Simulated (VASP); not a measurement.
**CuRh2S4 (Cuprorhodsite) with PBEsol: from relaxation to properties**

How well does PBEsol reproduce what experiment finds for CuRh2S4 (Cuprorhodsite)? The cell is relaxed first, and properties follow on it. The steps: relaxing cell and atoms (PBEsol), second relaxation, single point with fields (PBEsol), band structure (PBEsol), density of states (PBEsol), core levels (PBEsol), field gradients at the nuclei (PBEsol), volume scan with PBEsol and fit for PBEsol. The start is a cell from a database of measured crystal structures.

Main program and level: VASP 6.6.1; PBEsol, no spin polarisation; plane waves and PAW (Cu, Rh_pv, S).

The experiments to compare with:

“Electronic Structure of Cu(1-x)NixRh2S4 and CuRh2Se4: Band Structure Calculations, X-ray Photoemission and Fluorescence Measurements” (1999, arxiv:cond-mat/9906209) reports for CuRh2S4, cubic spinel, by X-ray diffraction (sintered powder, solid-state reaction at 850 C): lattice constant a (cubic lattice constant, x = 0) 9.79 Å [sintered powder; temperature of diffraction measurement not stated].

## Step 1: Set-up

Before any relaxation, the start is as follows. Symmetry: Fd-3m, No. 227, cubic system. Conventional cell: a = 9.791 Å, b = 9.791 Å, c = 9.791 Å, α = 90.00°, β = 90.00°, γ = 90.00°. Nearest to Cu lie 4 S at 2.27 Å. Nearest to Rh lie 6 S at 2.36 Å. Nearest to S lie 1 Cu at 2.27 Å and 3 Rh at 2.36 Å. Farther neighbours and most contacts between anions are not listed.

## Step 2: Relaxing cell and atoms (PBEsol)

Properties are meant for the cell that this level of theory prefers, so cell and atoms are relaxed first (ISIF = 3) until forces and stress are small; EDIFFG sets the threshold. PBEsol restores the gradient expansion of exchange and is tuned for the cells of solids.

INCAR

```
SYSTEM = CuRh2S4
PREC = Accurate
ENCUT = 400
EDIFF = 1E-06
NELM = 100
ISMEAR = 0
SIGMA = 0.05
LREAL = .FALSE.
ALGO = Normal
GGA = PS
NBANDS = 80
LASPH = .TRUE.
LORBIT = 11
LWAVE = .FALSE.
LCHARG = .FALSE.
KPAR = 8
IBRION = 2
NSW = 60
ISIF = 3
EDIFFG = -0.01
```

POSCAR

```
CuRh2S4
1.0
    0.0000000000      4.8955000000      4.8955000000
    4.8955000000      0.0000000000      4.8955000000
    4.8955000000      4.8955000000      0.0000000000
Cu Rh S
2 4 8
Direct
    0.0000000000      0.0000000000      0.0000000000
    0.2500000000      0.2500000000      0.2500000000
    0.6250000000      0.6250000000      0.6250000000
    0.1250000000      0.6250000000      0.6250000000
    0.6250000000      0.6250000000      0.1250000000
    0.6250000000      0.1250000000      0.6250000000
    0.3840000000      0.3840000000      0.3840000000
    0.4020000000      0.8660000000      0.8660000000
    0.3840000000      0.3840000000      0.8480000000
    0.8660000000      0.4020000000      0.8660000000
    0.8480000000      0.3840000000      0.3840000000
    0.8660000000      0.8660000000      0.8660000000
    0.3840000000      0.8480000000      0.3840000000
    0.8660000000      0.8660000000      0.4020000000
```

KPOINTS

```
Automatic mesh
0
Gamma
4 4 4
0 0 0
```

PAW data sets: Cu, Rh_pv and S (PBE family, release 64).

Launch:

```console
$ mpirun -np 8 vasp_std
```

What it wrote:

```text
[banner, memory and clock lines left out]
running    8 mpi-ranks, on    1 nodes
 distrk:  each k-point on    1 cores,    8 groups
 distr:  one band on    1 cores,    1 groups

 POSCAR found type information on POSCAR CuRhS
 POSCAR found :  3 types and      14 ions
|                                                                             |
|           W    W    AA    RRRRR   N    N  II  N    N   GGGG   !!!           |
|           W    W   A  A   R    R  NN   N  II  NN   N  G    G  !!!           |
|           W    W  A    A  R    R  N N  N  II  N N  N  G       !!!           |
|           W WW W  AAAAAA  RRRRR   N  N N  II  N  N N  G  GGG   !            |
|           WW  WW  A    A  R   R   N   NN  II  N   NN  G    G                |
|           W    W  A    A  R    R  N    N  II  N    N   GGGG   !!!           |
|                                                                             |
|     For optimal performance we recommend to set                             |
|       NCORE = 2 up to number-of-cores-per-socket                            |
|     NCORE specifies how many cores store one orbital (NPAR=cpu/NCORE).      |
|     This setting can greatly improve the performance of VASP for DFT.       |
|     The default, NCORE=1 might be grossly inefficient on modern             |
|     multi-core architectures or massively parallel machines. Do your        |
|     Unfortunately you need to use the default for GW and RPA                |
|     calculations (for HF NCORE is supported but not extensively tested      |
|     yet).                                                                   |
|                                                                             |

|                                                                             |
|               ----> ADVICE to this user running VASP <----                  |
|                                                                             |
|     You enforced a specific xc type in the INCAR file but a different       |
|     [... a line on the potential file left out ...]
|     I HOPE YOU KNOW WHAT YOU ARE DOING!                                     |
|                                                                             |

 LDA part: xc-table for (Slater+PW92), standard interpolation
 POSCAR, INCAR and KPOINTS ok, starting setup
 FFT: planning ... GRIDC
 FFT: planning ... GRID_SOFT
 FFT: planning ... GRID
 WAVECAR not read
 entering main loop
       N       E                     dE             d eps       ncg     rms          rms(c)
DAV:   1     0.138456742531E+04    0.13846E+04   -0.56047E+04  1456   0.147E+03
DAV:   2     0.924804207241E+02   -0.12921E+04   -0.12285E+04  1360   0.454E+02
DAV:   3    -0.777414232206E+02   -0.17022E+03   -0.15436E+03  1592   0.159E+02
DAV:   4    -0.907113294519E+02   -0.12970E+02   -0.12804E+02  1896   0.488E+01
DAV:   5    -0.910158862067E+02   -0.30456E+00   -0.30412E+00  1760   0.715E+00    0.415E+01
DAV:   6    -0.101909527814E+03   -0.10894E+02   -0.15959E+02  1744   0.213E+02    0.281E+01
DAV:   7    -0.842707567244E+02    0.17639E+02   -0.65303E+01  1776   0.105E+02    0.172E+01
DAV:   8    -0.833195145185E+02    0.95124E+00   -0.18643E+01  1992   0.664E+01    0.832E+00
DAV:   9    -0.839422840894E+02   -0.62277E+00   -0.45646E+00  1928   0.152E+01    0.780E+00
DAV:  10    -0.835008793600E+02    0.44140E+00   -0.30411E+00  1848   0.382E+01    0.299E+00
DAV:  11    -0.833885851462E+02    0.11229E+00   -0.52596E-01  1864   0.160E+01    0.118E+00
DAV:  12    -0.833908688632E+02   -0.22837E-02   -0.65844E-02  1808   0.116E+00    0.445E-01
DAV:  13    -0.833911516953E+02   -0.28283E-03   -0.66528E-03  1760   0.456E-01    0.467E-01
DAV:  14    -0.833892929403E+02    0.18588E-02   -0.15935E-03  1856   0.818E-01    0.294E-01
DAV:  15    -0.833881756531E+02    0.11173E-02   -0.31356E-03  1888   0.114E+00    0.593E-02
DAV:  16    -0.833882274852E+02   -0.51832E-04   -0.65824E-04  1640   0.923E-02    0.537E-02
DAV:  17    -0.833882298857E+02   -0.24005E-05   -0.16627E-05  1736   0.658E-02    0.457E-02
DAV:  18    -0.833882269864E+02    0.28992E-05   -0.19909E-05  1760   0.288E-02    0.233E-02
DAV:  19    -0.833882206318E+02    0.63546E-05   -0.77279E-06  1640   0.553E-02    0.127E-02
DAV:  20    -0.833882192188E+02    0.14131E-05   -0.29067E-06  1104   0.288E-02    0.643E-03
DAV:  21    -0.833882192998E+02   -0.81072E-07   -0.13160E-06   888   0.809E-03
   1 F= -.83388219E+02 E0= -.83379424E+02  d E =-.833882E+02
 curvature:   0.00 expect dE= 0.000E+00 dE for cont linesearch  0.000E+00
 trial: gam= 0.00000 g(F)=  0.124E-01 g(S)=  0.246E+00 ort = 0.000E+00 (trialstep = 0.100E+01)
 search vector abs. value=  0.259E+00
 bond charge predicted
       N       E                     dE             d eps       ncg     rms          rms(c)
DAV:   1    -0.889087633337E+02   -0.55205E+01   -0.89120E+01  1752   0.747E+01    0.203E+01
DAV:   2    -0.852529522716E+02    0.36558E+01   -0.39177E+01  1840   0.718E+01    0.944E+00
DAV:   3    -0.834617409332E+02    0.17912E+01   -0.72933E+00  1656   0.548E+01    0.414E+00
DAV:   4    -0.834380569227E+02    0.23684E-01   -0.16396E+00  1920   0.193E+01    0.240E+00
DAV:   5    -0.833511668418E+02    0.86890E-01   -0.45699E-01  1976   0.105E+01    0.151E+00
DAV:   6    -0.833461706680E+02    0.49962E-02   -0.52937E-02  1984   0.341E+00    0.795E-01
DAV:   7    -0.833459142891E+02    0.25638E-03   -0.11396E-02  1608   0.577E-01    0.238E-01
DAV:   8    -0.833454999278E+02    0.41436E-03   -0.24694E-03  1888   0.627E-01    0.925E-02
DAV:   9    -0.833454855650E+02    0.14363E-04   -0.17635E-04  1952   0.797E-02    0.858E-02
DAV:  10    -0.833454709842E+02    0.14581E-04   -0.72933E-05  2000   0.885E-02    0.298E-02
DAV:  11    -0.833454734604E+02   -0.24762E-05   -0.96926E-06  1440   0.146E-02    0.834E-03
DAV:  12    -0.833454738541E+02   -0.39375E-06   -0.33685E-07   800   0.546E-03
   2 F= -.83345474E+02 E0= -.83337488E+02  d E =0.427454E-01
[...]
3 F= -.83446658E+02 E0= -.83438217E+02  d E =-.584391E-01
[...]
4 F= -.83446652E+02 E0= -.83438215E+02  d E =-.584325E-01
[...]
5 F= -.83447798E+02 E0= -.83439434E+02  d E =-.114601E-02
 trial-energy change:   -0.001146  1 .order   -0.001159   -0.001711   -0.000606
 step:   1.4371(harm=  1.3766)  dis= 0.00272  next Energy=   -83.447982 (dE=-0.133E-02)
 bond charge predicted
       N       E                     dE             d eps       ncg     rms          rms(c)
DAV:   1    -0.834491225309E+02   -0.13257E-02   -0.44085E-02  1728   0.116E+00    0.294E-01
DAV:   2    -0.834484561564E+02    0.66637E-03   -0.11934E-02  1864   0.133E+00    0.174E-01
DAV:   3    -0.834480364616E+02    0.41969E-03   -0.24118E-03  1736   0.975E-01    0.927E-02
DAV:   4    -0.834479597167E+02    0.76745E-04   -0.26681E-04  1944   0.321E-01    0.367E-02
DAV:   5    -0.834479450104E+02    0.14706E-04   -0.74676E-05  1728   0.452E-02    0.199E-02
DAV:   6    -0.834479458945E+02   -0.88417E-06   -0.49647E-06  1488   0.324E-02
   6 F= -.83447946E+02 E0= -.83439619E+02  d E =-.129411E-02
 curvature:  -0.69 expect dE=-0.650E-04 dE for cont linesearch -0.756E-05
 trial: gam= 0.07401 g(F)=  0.143E-06 g(S)=  0.939E-04 ort =-0.147E-03 (trialstep = 0.999E+00)
 search vector abs. value=  0.831E-04
 reached required accuracy - stopping structural energy minimisation
```

Elapsed: 2.2 min, on 8 MPI ranks of Intel Xeon 6975P-C (Granite Rapids), shared host; peak memory 3.4 GiB.

Lines that name or quote the potential files are left out of all logs, and their timing lines are given in words.

From OUTCAR (step 2):

```text
ion  position               nearest neighbor table
   1  0.000  0.000  0.000-   8 2.27  10 2.27  12 2.27  14 2.27
   2  0.250  0.250  0.250-   7 2.27   9 2.27  11 2.27  13 2.27
   3  0.625  0.625  0.625-   8 2.36   9 2.36  10 2.36  11 2.36  13 2.36  14 2.36
   4  0.125  0.625  0.625-   7 2.36   9 2.36  10 2.36  12 2.36  13 2.36  14 2.36
   5  0.625  0.625  0.125-   7 2.36   8 2.36  10 2.36  11 2.36  12 2.36  13 2.36
   6  0.625  0.125  0.625-   7 2.36   8 2.36   9 2.36  11 2.36  12 2.36  14 2.36
   7  0.384  0.384  0.384-   2 2.27   4 2.36   5 2.36   6 2.36
   8  0.402  0.866  0.866-   1 2.27   3 2.36   5 2.36   6 2.36
   9  0.384  0.384  0.848-   2 2.27   3 2.36   4 2.36   6 2.36
  10  0.866  0.402  0.866-   1 2.27   3 2.36   4 2.36   5 2.36
  11  0.848  0.384  0.384-   2 2.27   3 2.36   5 2.36   6 2.36
  12  0.866  0.866  0.866-   1 2.27   4 2.36   5 2.36   6 2.36
  13  0.384  0.848  0.384-   2 2.27   3 2.36   4 2.36   5 2.36
  14  0.866  0.866  0.402-   1 2.27   3 2.36   4 2.36   6 2.36

  LATTYP: Found a face centered cubic cell.
 ALAT       =     9.7910000000

 Subroutine GETGRP returns: Found 48 space group operations
 (whereof 24 operations were pure point group operations)

The static configuration has the point symmetry T_d .
 The point group associated with its full space group is O_h .

 Found      8 irreducible k-points:

   k-points           NKPTS =      8   k-points in BZ     NKDIM =      8   number of bands    NBANDS=     80

   dimension x,y,z NGX =    48 NGY =   48 NGZ =   48
   dimension x,y,z NGXF=    96 NGYF=   96 NGZF=   96

   ENCUT  =  400.0 eV  29.40 Ry    5.42 a.u.  11.29 11.29 11.29*2*pi/ulx,y,z

   NELECT =     130.0000    total number of electrons

 k-points in reciprocal lattice and weights: Automatic mesh
   0.00000000  0.00000000  0.00000000       0.016
   0.25000000  0.00000000  0.00000000       0.125
   0.50000000  0.00000000  0.00000000       0.062
   0.25000000  0.25000000  0.00000000       0.094
   0.50000000  0.25000000  0.00000000       0.375
  -0.25000000  0.25000000  0.00000000       0.188
   0.50000000  0.50000000  0.00000000       0.047
  -0.25000000  0.50000000  0.25000000       0.094

 average (electrostatic) potential at core
       1 -63.8888       2 -63.8888       3 -75.3716       4 -75.3716       5 -75.3716
       6 -75.3716       7 -85.0121       8 -85.0121       9 -85.0121      10 -85.0121
      11 -85.0121      12 -85.0121      13 -85.0121      14 -85.0121

 E-fermi :   7.0422

 k-point     1 :       0.0000    0.0000    0.0000
  band No.  band energies     occupation
    ...
     62       5.9079      2.00000
     63       5.9079      2.00000
     64       6.9265      1.99894
     65       6.9265      1.99894
     66       6.9265      1.99894
     67       9.6735      0.00000
     68       9.6735      0.00000
     69       9.6735      0.00000
     70       9.8736      0.00000
     71       9.8736      0.00000
    ...

 k-point     2 :       0.2500    0.0000    0.0000
  band No.  band energies     occupation
    ...
     62       5.9549      2.00000
     63       6.0191      2.00000
     64       6.7254      2.00000
     65       6.9515      1.98968
     66       6.9515      1.98968
     67       9.1516      0.00000
     68       9.1516      0.00000
     69       9.2463      0.00000
     70       9.2970      0.00000
     71       9.5043      0.00000
    ...

 k-point     3 :       0.5000    0.0000    0.0000
  band No.  band energies     occupation
    ...
     62       6.5119      2.00000
     63       6.5119      2.00000
     64       6.6167      2.00000
     65       6.6538      2.00000
     66       6.6538      2.00000
     67       8.7011      0.00000
     68       8.8760      0.00000
     69       8.8760      0.00000
     70       8.9067      0.00000
     71       8.9067      0.00000
    ...

  Total        0.0952917      0.0952917      0.0952917      0.0000000      0.0000000     -0.0000000
  in kB        0.6668294      0.6668294      0.6668294      0.0000000      0.0000000     -0.0000000
  external PRESSURE =       0.6668294 kB  Pullay stress =       0.0000000 kB

  energy-cutoff  :      400.00
  volume of cell :      228.96
      direct lattice vectors                 reciprocal lattice vectors
    -0.000000000  4.855571046  4.855571046    -0.102974500  0.102974500  0.102974500
     4.855571046 -0.000000000  4.855571046     0.102974500 -0.102974500  0.102974500
     4.855571046  4.855571046  0.000000000     0.102974500  0.102974500 -0.102974500

 POSITION                                       TOTAL-FORCE (eV/Angst)
 -----------------------------------------------------------------------------------
      0.00000      0.00000      0.00000        -0.000000      0.000000      0.000000
      2.42779      2.42779      2.42779        -0.000000      0.000000      0.000000
      6.06946      6.06946      6.06946        -0.000000      0.000000      0.000000
      6.06946      3.64168      3.64168        -0.000000      0.000000      0.000000
      3.64168      3.64168      6.06946        -0.000000      0.000000      0.000000
      3.64168      6.06946      3.64168        -0.000000      0.000000      0.000000
      3.72852      3.72852      3.72852         0.000351      0.000351      0.000351
      8.41040      6.15631      6.15631        -0.000351      0.000351      0.000351
      5.98262      5.98262      3.72852        -0.000351     -0.000351      0.000351
      6.15631      8.41040      6.15631         0.000351     -0.000351      0.000351
      3.72852      5.98262      5.98262         0.000351     -0.000351     -0.000351
      8.41040      8.41040      8.41040        -0.000351     -0.000351     -0.000351
      5.98262      3.72852      5.98262        -0.000351      0.000351     -0.000351
      6.15631      6.15631      8.41040         0.000351      0.000351     -0.000351
 -----------------------------------------------------------------------------------
    total drift:                                0.000000      0.000000      0.000000

  FREE ENERGIE OF THE ION-ELECTRON SYSTEM (eV)
  ---------------------------------------------------
  free  energy   TOTEN  =       -83.4479458945 eV

  energy  without entropy=      -83.4312930264  energy(sigma->0) =      -83.43961946

 reached required accuracy - stopping structural energy minimisation

 total charge
# of ion       s       p       d       tot
------------------------------------------
    1        0.419   0.446   9.168  10.033
    2        0.419   0.446   9.168  10.033
    3        0.389   6.353   7.175  13.917
    4        0.389   6.353   7.175  13.917
    5        0.389   6.353   7.175  13.917
    6        0.389   6.353   7.175  13.917
    7        1.328   2.319   0.000   3.646
    8        1.328   2.319   0.000   3.646
    9        1.328   2.319   0.000   3.646
   10        1.328   2.319   0.000   3.646
   11        1.328   2.319   0.000   3.646
   12        1.328   2.319   0.000   3.646
   13        1.328   2.319   0.000   3.646
   14        1.328   2.319   0.000   3.646
--------------------------------------------------
tot         13.014  44.854  47.035 104.902

[... 3 further parts left out ...]
```

This run has no spin polarisation, although Cu and Rh can carry a moment. The k-mesh is coarse for a metal. The PAW data sets were made with PBE, which is usual practice but a small mismatch for other functionals. The run keeps the 48 symmetry operations of its start, so it cannot find a distortion of lower symmetry.

Step by step:

| step | energy less that of the first step (eV) | largest force (eV/Å) | pressure (GPa) | volume (Å³) |
| --- | --- | --- | --- | --- |
| 1 | 0.0000 | 0.1794 | -3.33 | 234.65 |
| 2 | 0.0427 | 0.4211 | 4.72 | 223.01 |
| 3 | -0.0584 | 0.0662 | -0.08 | 229.51 |
| 4 | -0.0584 | 0.0715 | -0.03 | 229.41 |
| 5 | -0.0596 | 0.0271 | 0.02 | 229.13 |
| 6 | -0.0597 | 0.0006 | 0.07 | 228.96 |

| conventional cell, symmetrised | before | after | change |
| --- | --- | --- | --- |
| a (Å) | 9.791 | 9.711 | -0.8 % |
| b (Å) | 9.791 | 9.711 | -0.8 % |
| c (Å) | 9.791 | 9.711 | -0.8 % |
| volume (Å³/atom) | 16.76 | 16.35 | -2.4 % |

The relaxed structure:

```cif
data_structure
_symmetry_space_group_name_H-M 'P 1'
_symmetry_Int_Tables_number 1
_cell_length_a 6.8668
_cell_length_b 6.8668
_cell_length_c 6.8668
_cell_angle_alpha 60.000
_cell_angle_beta 60.000
_cell_angle_gamma 60.000
_cell_volume 228.96
loop_
_atom_site_label
_atom_site_type_symbol
_atom_site_fract_x
_atom_site_fract_y
_atom_site_fract_z
_atom_site_occupancy
Cu1 Cu 0.00000 0.00000 0.00000 1
Cu2 Cu 0.25000 0.25000 0.25000 1
Rh3 Rh 0.62500 0.62500 0.62500 1
Rh4 Rh 0.12500 0.62500 0.62500 1
Rh5 Rh 0.62500 0.62500 0.12500 1
Rh6 Rh 0.62500 0.12500 0.62500 1
S7 S 0.38394 0.38394 0.38394 1
S8 S 0.40183 0.86606 0.86606 1
S9 S 0.38394 0.38394 0.84817 1
S10 S 0.86606 0.40183 0.86606 1
S11 S 0.84817 0.38394 0.38394 1
S12 S 0.86606 0.86606 0.86606 1
S13 S 0.38394 0.84817 0.38394 1
S14 S 0.86606 0.86606 0.40183 1
```

Numbers from this step:

* electrons: 130
* bands: 80
* irreducible k-points: 8
* symmetry operations: 48
* free energy (TOTEN): -83.4479 eV
* energy at zero smearing: -83.4396 eV
* Fermi energy: 7.042 eV
* pressure: 0.06668 GPa
* metallic: yes
* SCF cycles over all ionic steps: 64

It ends with a largest force of 0.001 eV/Å and a pressure of 0.07 GPa. The volume lies -2.4 % from that of the database's start, which holds the thermal and zero-point expansion of its experiment.

[end of part 1 of 6]

[Lines on the potential files, build, host, timing and source positions are cut from VASP's logs without a mark.]

[Logs are printed without paths, hosts, clocks, repeated set-up lines and the standing remarks that a program may print on its own settings, such as how far it seeks lower states.]

[Hosts, paths, dates, database ids (printed as entryN), source tags and the programs' standing remarks are cut or masked in the printed files.]

[A measured line is paired with the nearest computed mode of its activity, which favours agreement.]

[In band tables of VASP the shares of atoms and orbitals are scaled to a sum of 1 inside the atoms' spheres.]
